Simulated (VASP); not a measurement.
Input:

```
CsPbBr3
1.0
    5.93957     0.00000     0.00000
    0.00000     5.93957     0.00000
    0.00000     0.00000     5.93957
Cs Pb Br
1 1 3
Direct
  0.00000   0.00000   0.00000
  0.50000   0.50000   0.50000
  0.50000   0.00000   0.50000
  0.00000   0.50000   0.50000
  0.50000   0.50000   0.00000
```

Level of theory: r2SCAN meta-GGA, VASP's PBE PAW potentials (set 64) (plane waves; VASP). Settings: 400 eV cut-off, 5×5×5 Γ-centred mesh, Gaussian smearing of 0.010 eV, potentials Cs_sv Pb_d Br.

Task: Estimate the energy per atom (σ→0).

Result: 
The energy per atom (σ→0) comes out as -25.697 eV/atom.

The compound is CsPbBr3 in the cubic perovskite structure, the ideal cubic form; the compound distorts at low or room temperature. It was relaxed first.
